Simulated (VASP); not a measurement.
Crystal: YSi2.

```
Y Si
1.0
     4.05000    0.00000    0.00000
    -2.02500    3.50740    0.00000
     0.00000    0.00000    3.95000
Y Si
1 2
Cartesian
  0.0000 0.0000 0.0000
  0.0000 2.3383 1.9750
  2.0250 1.1691 1.9750
```

The cell was built by a generator and needn't be a form met in nature.

| Property | Result |
| --- | --- |
| Program | VASP 6.6.1 |
| Task | relaxation of cell and atoms |
| Functional | LDA |
| Potentials or basis | VASP PAW LDA potentials, release 64 (Y_sv, Si) |
| Cutoff | 600 eV |
| k mesh | 12 × 12 × 10 |
| Occupations | methfessel-paxton, width 0.1 eV |
| Spin | no spin polarisation |

At the start: pressure -2.5 GPa; volume 18.70 Å³/atom.

Where does the relaxation end?

Over 5 steps the energy falls by 5.6 meV/atom and the volume is 18.13 Å³/atom (-3.0 %); space group P6/mmm (No. 191, to 0.05 Å).

Step by step:
```tsv
step	energy change (eV)	largest force (eV/Å)	pressure (GPa)	volume (Å³)
1	0.0000	0.0000	-2.53	56.11
2	-0.0122	0.0000	1.36	53.75
3	-0.0146	0.0000	0.18	54.42
4	-0.0166	0.0000	0.09	54.41
5	-0.0169	0.0000	0.03	54.40
```

Final structure:
```xyz
3
Lattice="4.0336 0.0000 0.0000 -2.0168 3.4932 0.0000 0.0000 0.0000 3.8610" Properties=species:S:1:pos:R:3 pbc="T T T"
Y     0.0000    0.0000    0.0000
Si    0.0000    2.3288    1.9305
Si    2.0168    1.1644    1.9305
```
